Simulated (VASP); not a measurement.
Crystal: VGa3Co.

```
CELL_PARAMETERS angstrom
3.71194 0.00000 0.00000
1.85597 -10.71457 0.00000
0.00000 0.00000 -3.63868
ATOMIC_POSITIONS crystal
Co 0.20500 0.59000 0.75000
Co 0.79500 0.41000 0.25000
Ga 0.65300 0.69400 0.75000
Ga 0.34700 0.30600 0.25000
Ga 0.32600 0.34800 0.75000
Ga 0.67400 0.65200 0.25000
Ga 0.52500 0.95000 0.75000
Ga 0.47500 0.05000 0.25000
V 0.92800 0.14400 0.75000
V 0.07200 0.85600 0.25000
```

The cell was built by a generator and needn't be a form met in nature.

Base run:

| Item | Value |
| --- | --- |
| Program | VASP 6.6.1 |
| Functional | PBE |
| Potentials or basis | VASP PAW PBE potentials, release 64 (Co, Ga_d, V_sv) |
| Cutoff | 520 eV |
| k mesh | 5 × 5 × 5 |
| Occupations | fermi-dirac, width 0.0211 eV |
| Spin | no spin polarisation |

Its results: band gap on the k mesh none (metal or under the smearing width); pressure 34.8 GPa; largest force 8.770 eV/Å.

Question: The run is repeated on the same cell with these changes: functional from PBE to r2SCAN; further incar settings from ALGO = Fast; EDIFF = 1e-06; NBANDS = 72 to ALGO = Normal; EDIFF = 1e-06; NBANDS = 72. What comes out?

Answer: Band gap on the k mesh none (metal or under the smearing width); pressure 30.6 GPa; largest force 8.575 eV/Å.

Caveats: a pressure of tens of GPa on the cell as given is suspect, and the run, the potentials or the cell itself is likely at fault; forces of over 1 eV/Å show positions far from the minimum, so gaps and moduli don't describe the material at rest (some runs); the PAW data sets were made with another functional, which shifts forces and pressure a little (some runs).

Not every run made on this cell is shown here.
